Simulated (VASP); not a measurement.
These are PBEsol GGA, VASP's PBE PAW potentials (set 64) (plane waves; VASP) values and carry that method's errors.

Input for VASP

POSCAR:
```
AgIr3
1.0
  0.0019354766   3.8473522284   3.9313968445
  3.8473522284   0.0019354766   3.9313968445
  1.9246438525   1.9246438525   0.0000000000
Ir Ag
3 1
Cart
  0.0000000000   0.0000000000   0.0000000000
  1.9256115908   3.8483199667   5.8970952668
  3.8483199667   1.9256115908   5.8970952668
  3.8492877050   3.8492877050   3.9313968445
```

File KPOINTS:
```
Automatic mesh
0
Gamma
6 6 12
0 0 0
```

### INCAR
```
ALGO = Normal
EDIFF = 1E-6
EDIFFG = -0.02
ENCUT = 400
GGA = PS
IBRION = 2
ISIF = 3
ISMEAR = 1
LASPH = .True.
LCHARG = .False.
LMAXMIX = 6
LREAL = .False.
LWAVE = .False.
NELM = 100
NSW = 60
PREC = Accurate
SIGMA = 0.1
SYSTEM = AgIr3
```

POTCAR, in this order: Ir Ag (PBE.64 set). Program: vasp_std.

The run wrote:

OUTCAR:
```
 ion  position               nearest neighbor table
   1  0.000  0.000  0.000-   4 2.72   4 2.72   2 2.75   3 2.75   2 2.75   2 2.75   2 2.75   3 2.75
                             3 2.75   3 2.75
   2  0.000  0.500  0.000-   3 2.72   3 2.72   1 2.75   4 2.75   1 2.75   1 2.75   1 2.75   4 2.75
                             4 2.75   4 2.75
   3  0.500  0.000  0.000-   2 2.72   2 2.72   1 2.75   4 2.75   4 2.75   1 2.75   4 2.75   1 2.75
                             1 2.75   4 2.75
   4  0.500  0.500  0.000-   1 2.72   1 2.72   2 2.75   3 2.75   3 2.75   2 2.75   3 2.75   2 2.75
                             3 2.75   2 2.75
  LATTYP: Found a base centered orthorhombic cell.
 ALAT       =     5.4382405234
 B/A-ratio  =     1.4458341177
 C/A-ratio  =     0.5005033204
 Subroutine PRICEL returns:
 Original cell was already a primitive cell.
 Subroutine GETGRP returns: Found  8 space group operations
The static configuration has the point symmetry D_2h.
The dynamic configuration has the point symmetry D_2h.
 Subroutine INISYM returns: Found  8 space group operations
 Subroutine IBZKPT returns following result:
 Found     88 irreducible k-points:

 Following reciprocal coordinates:
            Coordinates               Weight
  0.000000  0.000000  0.000000      1.000000
  0.166667 -0.000000  0.000000      4.000000
  0.333333 -0.000000  0.000000      4.000000
  0.500000  0.000000  0.000000      2.000000
  0.166667  0.166667  0.000000      2.000000
  0.333333  0.166667  0.000000      4.000000
  0.500000  0.166667  0.000000      4.000000
 -0.333333  0.166667  0.000000      4.000000
 -0.166667  0.166667  0.000000      2.000000
  0.333333  0.333333  0.000000      2.000000
  0.500000  0.333333  0.000000      4.000000
 -0.333333  0.333333  0.000000      2.000000
  0.500000  0.500000  0.000000      1.000000
  0.000000  0.000000  0.083333      4.000000
  0.166667 -0.000000  0.083333      4.000000
  0.333333 -0.000000  0.083333      8.000000
  0.500000 -0.000000  0.083333      8.000000
 -0.333333  0.000000  0.083333      8.000000
 -0.166667  0.000000  0.083333      8.000000
  0.333333  0.333333  0.083333      4.000000
  0.500000  0.333333  0.083333      8.000000
 -0.333333  0.333333  0.083333      8.000000
 -0.166667  0.333333  0.083333      4.000000
  0.500000  0.500000  0.083333      4.000000
 -0.333333  0.500000  0.083333      4.000000
  0.000000  0.000000  0.166667      4.000000
  0.166667 -0.000000  0.166667      8.000000
  0.333333 -0.000000  0.166667      4.000000
  0.500000  0.000000  0.166667      8.000000
 -0.333333  0.000000  0.166667      8.000000
 -0.166667  0.000000  0.166667      8.000000
  0.166667  0.166667  0.166667      2.000000
  0.500000  0.166667  0.166667      8.000000
 -0.333333  0.166667  0.166667      4.000000
  0.500000  0.500000  0.166667      4.000000
 -0.333333  0.500000  0.166667      8.000000
 -0.166667  0.500000  0.166667      4.000000
 -0.333333 -0.333333  0.166667      2.000000
  0.000000  0.000000  0.250000      4.000000
  0.166667  0.000000  0.250000      8.000000
   k-points           NKPTS =     88   k-points in BZ     NKDIM =     88   number of bands    NBANDS=     23
   number of dos      NEDOS =    301   number of ions     NIONS =      4
   total plane-waves  NPLWV =  23328
   dimension x,y,z NGX =    36 NGY =   36 NGZ =   18
   dimension x,y,z NGXF=    72 NGYF=   72 NGZF=   36
   ions per type =               3   1
   PREC   = accura    normal or accurate (medium, high low for compatibility)
   ISTART =      0    job   : 0-new  1-cont  2-samecut
   ICHARG =      2    charge: 1-file 2-atom 10-const
   ISPIN  =      1    spin polarized calculation?
   LNONCOLLINEAR =      F non collinear calculations
...
```

File OSZICAR:
```
       N       E                     dE             d eps       ncg     rms          rms(c)
DAV:   1     0.310721725494E+03    0.31072E+03   -0.15385E+04  4072   0.134E+03
DAV:   2    -0.159444839060E+02   -0.32667E+03   -0.31710E+03  4188   0.425E+02
DAV:   3    -0.331547090162E+02   -0.17210E+02   -0.16598E+02  5349   0.944E+01
DAV:   4    -0.336356294086E+02   -0.48092E+00   -0.47720E+00  4257   0.175E+01
DAV:   5    -0.336496698045E+02   -0.14040E-01   -0.14032E-01  5220   0.243E+00    0.265E+01
DAV:   6    -0.316625146232E+02    0.19872E+01   -0.62581E+00  4262   0.291E+01    0.138E+01
DAV:   7    -0.315324756703E+02    0.13004E+00   -0.32600E+00  5688   0.248E+01    0.550E+00
DAV:   8    -0.314551524606E+02    0.77323E-01   -0.26808E+00  5899   0.178E+01    0.441E+00
DAV:   9    -0.313023575053E+02    0.15279E+00   -0.63146E-01  5963   0.954E+00    0.196E+00
DAV:  10    -0.312957960935E+02    0.65614E-02   -0.44452E-02  4209   0.209E+00    0.268E-01
DAV:  11    -0.312951166713E+02    0.67942E-03   -0.38823E-03  5497   0.732E-01    0.830E-02
DAV:  12    -0.312951101216E+02    0.65497E-05   -0.29147E-04  4704   0.174E-01    0.499E-02
DAV:  13    -0.312951039852E+02    0.61363E-05   -0.35193E-05  4605   0.719E-02    0.103E-02
DAV:  14    -0.312951041462E+02   -0.16097E-06   -0.12324E-06  2459   0.101E-02
   1 F= -.31295104E+02 E0= -.31295314E+02  d E =-.312951E+02
       N       E                     dE             d eps       ncg     rms          rms(c)
DAV:   1    -0.313112079503E+02   -0.16104E-01   -0.78135E-01  4048   0.711E+00    0.771E-01
DAV:   2    -0.312991524078E+02    0.12056E-01   -0.31221E-02  4683   0.198E+00    0.452E-01
DAV:   3    -0.312974889655E+02    0.16634E-02   -0.12453E-02  5506   0.141E+00    0.319E-01
DAV:   4    -0.312965291812E+02    0.95978E-03   -0.92710E-03  5830   0.106E+00    0.195E-01
DAV:   5    -0.312960961399E+02    0.43304E-03   -0.15999E-03  5730   0.487E-01    0.836E-02
DAV:   6    -0.312960564188E+02    0.39721E-04   -0.21046E-04  4154   0.135E-01    0.205E-02
DAV:   7    -0.312960539159E+02    0.25029E-05   -0.21091E-05  5458   0.421E-02    0.122E-02
DAV:   8    -0.312960537215E+02    0.19436E-06   -0.10616E-06  2206   0.116E-02
   2 F= -.31296054E+02 E0= -.31296038E+02  d E =-.949575E-03
       N       E                     dE             d eps       ncg     rms          rms(c)
DAV:   1    -0.312986094151E+02   -0.25555E-02   -0.10873E-01  4048   0.265E+00    0.288E-01
DAV:   2    -0.312969431160E+02    0.16663E-02   -0.43509E-03  4662   0.739E-01    0.167E-01
DAV:   3    -0.312967062668E+02    0.23685E-03   -0.17265E-03  5482   0.526E-01    0.117E-01
DAV:   4    -0.312965796728E+02    0.12659E-03   -0.12402E-03  5837   0.392E-01    0.724E-02
DAV:   5    -0.312965207583E+02    0.58915E-04   -0.22422E-04  5686   0.181E-01    0.303E-02
DAV:   6    -0.312965171628E+02    0.35954E-05   -0.28970E-05  4161   0.497E-02    0.754E-03
DAV:   7    -0.312965169071E+02    0.25573E-06   -0.24646E-06  2572   0.159E-02
   3 F= -.31296517E+02 E0= -.31296584E+02  d E =-.141276E-02
       N       E                     dE             d eps       ncg     rms          rms(c)
DAV:   1    -0.313053676086E+02   -0.88504E-02   -0.34316E-01  4048   0.565E+00    0.738E-01
DAV:   2    -0.312974808137E+02    0.78868E-02   -0.28240E-02  4769   0.217E+00    0.441E-01
DAV:   3    -0.312965220409E+02    0.95877E-03   -0.69879E-03  5335   0.122E+00    0.201E-01
DAV:   4    -0.312964509011E+02    0.71140E-04   -0.46347E-03  5858   0.768E-01    0.195E-01
DAV:   5    -0.312960798474E+02    0.37105E-03   -0.14664E-03  5854   0.431E-01    0.800E-02
DAV:   6    -0.312960701875E+02    0.96599E-05   -0.10588E-04  4132   0.917E-02    0.169E-02
DAV:   7    -0.312960691726E+02    0.10149E-05   -0.10718E-05  5485   0.358E-02    0.702E-03
DAV:   8    -0.312960694654E+02   -0.29275E-06   -0.74587E-07  2080   0.101E-02
   4 F= -.31296069E+02 E0= -.31296064E+02  d E =0.447442E-03
       N       E                     dE             d eps       ncg     rms          rms(c)
DAV:   1    -0.313003356010E+02   -0.42664E-02   -0.12969E-01  4048   0.348E+00    0.451E-01
DAV:   2    -0.312973364732E+02    0.29991E-02   -0.10602E-02  4776   0.133E+00    0.274E-01
DAV:   3    -0.312969918369E+02    0.34464E-03   -0.27469E-03  5424   0.754E-01    0.131E-01
DAV:   4    -0.312969450614E+02    0.46776E-04   -0.19355E-03  5897   0.490E-01    0.121E-01
DAV:   5    -0.312967996644E+02    0.14540E-03   -0.55350E-04  5840   0.269E-01    0.513E-02
DAV:   6    -0.312967917421E+02    0.79223E-05   -0.40743E-05  4118   0.572E-02    0.968E-03
DAV:   7    -0.312967911353E+02    0.60677E-06   -0.30325E-06  3201   0.188E-02
   5 F= -.31296791E+02 E0= -.31296828E+02  d E =-.274228E-03
```

**OUTCAR**
```
------------------------ aborting loop because EDIFF is reached ----------------------------------------
  FORCE on cell =-STRESS in cart. coord.  units (eV):
  Direction    XX          YY          ZZ          XY          YZ          ZX
  --------------------------------------------------------------------------------------
  Total        0.0663408      0.0663408     -0.0458762      0.0327753      0.0000000      0.0000000
  in kB        1.8249814      1.8249814     -1.2620177      0.9016213      0.0000000      0.0000000
  external PRESSURE =       0.7959817 kB  Pullay stress =       0.0000000 kB
  volume of cell :       58.24
      direct lattice vectors                 reciprocal lattice vectors
    -0.011620892  3.852894565  3.923400945    -0.129382326  0.129382326  0.127440455
     3.852894565 -0.011620892  3.923400945     0.129382326 -0.129382326  0.127440455
     1.920636837  1.920636837 -0.000000000     0.260330319  0.260330319 -0.254880909
 POSITION                                       TOTAL-FORCE (eV/Angst)
 -----------------------------------------------------------------------------------
      0.00000     -0.00000      0.00000        -0.000000     -0.000000     -0.000000
      1.92645     -0.00581      1.96170        -0.000000     -0.000000     -0.000000
     -0.00581      1.92645      1.96170        -0.000000      0.000000     -0.000000
      1.92064      1.92064      3.92340         0.000000     -0.000000      0.000000
 -----------------------------------------------------------------------------------
    total drift:                                0.000000     -0.000000      0.000000
  FREE ENERGIE OF THE ION-ELECTRON SYSTEM (eV)
  ---------------------------------------------------
  free  energy   TOTEN  =       -31.2967911353 eV

  energy  without entropy=      -31.2969023794  energy(sigma->0) =      -31.29682822

 reached required accuracy - stopping structural energy minimisation
```
(Selected blocks of OUTCAR.)

### CONTCAR
```
AgIr3
   1.00000000000000
    -0.0116208917022224    3.8528945653657698    3.9234009451014127
     3.8528945653657698   -0.0116208917022225    3.9234009451014127
     1.9206368368317737    1.9206368368317737   -0.0000000000000000
  Ir              Ag
     3     1
Direct
     0.0000000000000000    0.0000000000000000    0.0000000000000000
     0.0000000000000000    0.5000000000000000    0.0000000000000000
     0.5000000000000000    0.0000000000000000    0.0000000000000000
     0.5000000000000000    0.5000000000000000    0.0000000000000000
```

The structure was generated: AgIr3 was put into an ordered model structure (Cmmm), which need not be its known phase. This run relaxes it. Symmetry was kept, so distortions that lower it aren't found. The start is the result of an earlier pass.
